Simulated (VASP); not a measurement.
# TeRu (P-6m2) in VASP: notebook, part 2 of 2

VASP 6.6.1.

### Step 4. Single point, PBEsol+U, collinear spin, ferromagnetic start

File INCAR:

```
SYSTEM = TeRu
PREC = Accurate
ENCUT = 520
EDIFF = 1E-6
ISMEAR = 0
SIGMA = 0.05
LREAL = .False.
LASPH = .True.
NELM = 60
ALGO = Normal
ISIF = 2
LWAVE = .False.
LCHARG = .False.
ISPIN = 2
MAGMOM = 1 0
LORBIT = 11
NUPDOWN = 2
LMAXMIX = 4
LDAU = .True.
LDAUTYPE = 2
LDAUL = 2 -1
LDAUU = 4 0
LDAUJ = 0 0
LDAUPRINT = 1
GGA = PS
```

File KPOINTS:

```
Automatic mesh
0
Gamma
  6 6 5
  0 0 0
```

File POSCAR:

```
TeRu
1.0
    3.7950828900      0.0000000000      0.0000000000
   -1.8975414500      3.2866381900      0.0000000000
    0.0000000000      0.0000000000      3.7038128800
Ru Te
1 1
Direct
    0.0000000000      0.0000000000      0.0000000000
    0.6666666667      0.3333333333      0.5000000000
```

Potentials or basis: VASP PAW PBE potentials, release 64 (Ru_pv, Te).

Launch:

```console
$ cat potpaw_PBE.64/Ru_pv/POTCAR potpaw_PBE.64/Te/POTCAR > POTCAR
$ mpirun -np 1 vasp_std > vasp.out
```

OUTCAR:

```text
SYSTEM = TeRu
   PREC = Accurate
   ENCUT = 520
   EDIFF = 1E-6
   ISMEAR = 0
   LREAL = .False.
   LASPH = .True.
   NELM = 60
   ISIF = 2
   ISPIN = 2
   LORBIT = 11
   NUPDOWN = 2
   GGA = PS

 ion  position               nearest neighbor table
   1  0.000  0.000  0.000-   2 2.87   2 2.87   2 2.87   2 2.87   2 2.87   2 2.87
   2  0.667  0.333  0.500-   1 2.87   1 2.87   1 2.87   1 2.87   1 2.87   1 2.87

  LATTYP: Found a hexagonal cell.
 ALAT       =     3.7950828900
 C/A-ratio  =     0.9759504568

  Lattice vectors:

 A1 = (   3.7950828900,   0.0000000000,   0.0000000000)
 A2 = (  -1.8975414500,   3.2866381900,   0.0000000000)
 A3 = (   0.0000000000,   0.0000000000,   3.7038128800)

Analysis of symmetry for initial positions (statically):
=====================================================================
 Subroutine PRICEL returns:
 Original cell was already a primitive cell.

 Routine SETGRP: Setting up the symmetry group for a
 hexagonal supercell.

 Subroutine GETGRP returns: Found 12 space group operations
 (whereof 12 operations were pure point group operations)
 out of a pool of 24 trial point group operations.

The static configuration has the point symmetry D_3h.

Analysis of symmetry for dynamics (positions and initial velocities):
=====================================================================
 Subroutine PRICEL returns:
 Original cell was already a primitive cell.

 Routine SETGRP: Setting up the symmetry group for a
 hexagonal supercell.

 Subroutine GETGRP returns: Found 12 space group operations
 (whereof 12 operations were pure point group operations)
 out of a pool of 24 trial point group operations.

The dynamic configuration has the point symmetry D_3h.

Analysis of structural, dynamic, and magnetic symmetry:
=====================================================================
 Subroutine PRICEL returns:
 Original cell was already a primitive cell.

 Routine SETGRP: Setting up the symmetry group for a
 hexagonal supercell.

 Subroutine GETGRP returns: Found 12 space group operations
 (whereof 12 operations were pure point group operations)
 out of a pool of 24 trial point group operations.

The overall configuration has the point symmetry D_3h.

 Subroutine INISYM returns: Found 12 space group operations
 (whereof 12 operations are pure point group operations),
 and found     1 'primitive' translations

----------------------------------------------------------------------------------------

                                     Primitive cell

  volume of cell :      46.1979

  direct lattice vectors                    reciprocal lattice vectors
     3.795082890  0.000000000  0.000000000     0.263498856  0.152131136  0.000000000
    -1.897541450  3.286638190  0.000000000     0.000000000  0.304262271  0.000000000
     0.000000000  0.000000000  3.703812880     0.000000000  0.000000000  0.269992041

  length of vectors
     3.795082890  3.795082891  3.703812880     0.304262271  0.304262271  0.269992041

  position of ions in fractional coordinates (direct lattice)
     0.000000000  0.000000000  0.000000000
     0.666666667  0.333333333  0.500000000

  ion indices of the primitive-cell ions
[... 151 lines left out ...]
  o =  0.7614  v =  0.0000  0.8378 -0.0000  0.5459 -0.0000  0.0000  0.0000  0.0000  0.0000  0.0000      0.0000  0.0000  0.0000  0.0000  0.0000  0.0000  0.0000  0.0000  0.0000  0.0000
  o =  0.7614  v =  0.0000  0.5459 -0.0000 -0.8378 -0.0000  0.0000  0.0000  0.0000  0.0000  0.0000      0.0000  0.0000  0.0000  0.0000  0.0000  0.0000  0.0000  0.0000  0.0000  0.0000
  o =  0.8185  v = -0.1038  0.0000  0.0000 -0.0000  0.9946  0.0000  0.0000  0.0000  0.0000  0.0000      0.0000  0.0000  0.0000  0.0000  0.0000  0.0000  0.0000  0.0000  0.0000  0.0000
  o =  0.8185  v =  0.9946  0.0000 -0.0000 -0.0000  0.1038  0.0000  0.0000  0.0000  0.0000  0.0000      0.0000  0.0000  0.0000  0.0000  0.0000  0.0000  0.0000  0.0000  0.0000  0.0000
  o =  0.8786  v = -0.0000 -0.0000 -1.0000 -0.0000  0.0000  0.0000  0.0000  0.0000  0.0000  0.0000      0.0000  0.0000  0.0000  0.0000  0.0000  0.0000  0.0000  0.0000  0.0000  0.0000

 number of electron      19.9999994 magnetization       1.9998543

 Free energy of the ion-electron system (eV)
  ---------------------------------------------------
  ext. energy  EPLUGINS =         0.00000000
  ---------------------------------------------------
  free energy    TOTEN  =        -8.19387580 eV

  energy without entropy =       -8.19017043  energy(sigma->0) =       -8.19202311

 E-fermi :   8.4234     XC(G=0): -11.0179

 val. band max:        8.3585192149   @ k =   0.5000  -0.0000   0.0000
 cond. band min:       8.3894991453   @ k =   0.1667   0.1667   0.2000
 fundamental gap:      0.0309799304
 Fermi energy:         8.3495921648

 spin component 1

 k-point     1 :       0.0000    0.0000    0.0000
  band No.  band energies     occupation
      1     -35.1905      1.00000
      2     -34.2114      1.00000
      3     -34.2114      1.00000
      4      -4.9412      1.00000
      5       3.6150      1.00000
      6       4.5122      1.00000
      7       4.5122      1.00000
      8       5.4913      1.00000
      9       5.4913      1.00000
     10       6.7867      1.00000
     11       9.4772      0.00000
     12       9.4772      0.00000
[... 348 lines left out ...]
      1     -35.2035      1.00000
      2     -34.2234      1.00000
      3     -34.2213      1.00000
      4      -2.9502      1.00000
      5       2.5393      1.00000
      6       3.0829      1.00000
      7       3.9105      1.00000
      8       5.4441      1.00000
      9       5.6132      1.00000
     10       6.5274      1.00000
     11       7.9837      1.00000
     12       8.4405      0.00508
     13      10.0255      0.00000
     14      11.3105      0.00000
     15      17.1118      0.00000
 Fermi energy:         8.4233732270

 spin component 2

 k-point     1 :       0.0000    0.0000    0.0000
  band No.  band energies     occupation
      1     -33.3648      1.00000
      2     -32.9542      1.00000
      3     -32.9542      1.00000
      4      -4.8934      1.00000
      5       5.6419      1.00000
      6       5.6419      1.00000
      7       6.8182      1.00000
      8       6.9994      1.00000
      9       8.1708      1.00000
     10       8.1708      1.00000
     11      10.1756      0.00000
     12      10.1756      0.00000
[... 349 lines left out ...]
      2     -32.9672      1.00000
      3     -32.9649      1.00000
      4      -2.8271      1.00000
      5       3.4179      1.00000
      6       3.5700      1.00000
      7       4.2542      1.00000
      8       7.2250      1.00000
      9       9.0008      0.00000
     10       9.6147      0.00000
     11       9.7025      0.00000
     12      10.0309      0.00000
     13      10.6431      0.00000
     14      12.0067      0.00000
     15      17.4010      0.00000

------------------------ aborting loop because EDIFF is reached ----------------------------------------

  FORCE on cell =-STRESS in cart. coord.  units (eV):
  Direction    XX          YY          ZZ          XY          YZ          ZX
  --------------------------------------------------------------------------------------
  -------------------------------------------------------------------------------------
  Total       -2.6067721     -2.6067721     -4.0174786      0.0000000     -0.0000000      0.0000000
  in kB      -90.4047911    -90.4047910   -139.3291401      0.0000001     -0.0000000      0.0000000
  external PRESSURE =    -106.7129074 kB  Pullay stress =       0.0000000 kB

 VOLUME and BASIS-vectors are now :
 -----------------------------------------------------------------------------
  energy-cutoff  :      520.00
  volume of cell :       46.20
      direct lattice vectors                 reciprocal lattice vectors
     3.795082890  0.000000000  0.000000000     0.263498856  0.152131136  0.000000000
    -1.897541450  3.286638190  0.000000000     0.000000000  0.304262271  0.000000000
     0.000000000  0.000000000  3.703812880     0.000000000  0.000000000  0.269992041

 POSITION                                       TOTAL-FORCE (eV/Angst)
 -----------------------------------------------------------------------------------
      0.00000      0.00000      0.00000         0.000000     -0.000000      0.000000
      1.89754      1.09555      1.85191         0.000000      0.000000      0.000000
 -----------------------------------------------------------------------------------
    total drift:                               -0.000000      0.000000      0.000000

  FREE ENERGIE OF THE ION-ELECTRON SYSTEM (eV)
  ---------------------------------------------------
  free  energy   TOTEN  =        -8.1938758017 eV

  energy  without entropy=       -8.1901704268  energy(sigma->0) =       -8.19202311

 total charge

# of ion       s       p       d       tot
------------------------------------------
    1        0.225   6.115   6.093  12.432
    2        1.381   1.852   0.078   3.312
--------------------------------------------------
tot          1.606   7.967   6.171  15.744

 magnetization (x)

# of ion       s       p       d       tot
------------------------------------------
    1        0.036   0.015   1.931   1.981
    2        0.043  -0.038  -0.007  -0.003
--------------------------------------------------
tot          0.078  -0.023   1.924   1.979
```

Wall time 21 s (1 thread of Intel Xeon Platinum 8488C (Sapphire Rapids), shared host); peak memory 0.18 GiB.

Results:

| Item | Value |
| --- | --- |
| Free energy | -8.1939 eV |
| Pressure | -10.7 GPa |
| Net moment | 2.00 μB per cell |
| Site moments | Ru +1.98; Te -0.00 μB |
| Valence electrons inside the program's atomic spheres | Ru 12.43; Te 3.31 |

Stress tensor (GPa, compression positive):
```
 -9.04   0.00   0.00
  0.00  -9.04   0.00
  0.00   0.00 -13.93
```

Eigenvalues of the final occupation matrices:
```tsv
site	spin	trace	eigenvalues
site 1 d	1	4.04	0.76 0.76 0.82 0.82 0.88
site 1 d	2	2.10	0.14 0.38 0.38 0.60 0.60
```

Caveat: the PAW data sets were made with another functional, which shifts forces and pressure a little; the total moment is fixed, so each spin has its own Fermi level; the U is typed as a test and isn't derived for this compound. Spin-orbit coupling is left out, which matters for the levels of Te.

### Step 5. The runs side by side

```tsv
spin	fixed moment (μB)	further INCAR settings	gap on the mesh (eV)	pressure (GPa)	moment (μB)
collinear, zero start	-	ALGO = Fast; EDIFF = 1e-07	none	-17.3	0.00
collinear, random start	-	ALGO = Normal; EDIFF = 1e-06	none	-17.3	0.00
collinear, ferromagnetic start	2	ALGO = Normal; EDIFF = 1e-06	-	-10.7	2.00
```

Alike in all rows: task single point; level PBEsol+U; potentials or basis VASP PAW PBE potentials, release 64 (Ru_pv, Te); Ru d U = 4 eV; cell as given; k mesh 6 × 6 × 5; cutoff (eV) 520; smearing gaussian 0.05 eV.

Caveats: the PAW data sets were made with another functional, which shifts forces and pressure a little; the U is typed as a test and isn't derived for this compound; the total moment is fixed, so each spin has its own Fermi level (some runs).

Total energies depend on the potentials used, so only differences within one code and one set of settings carry meaning.
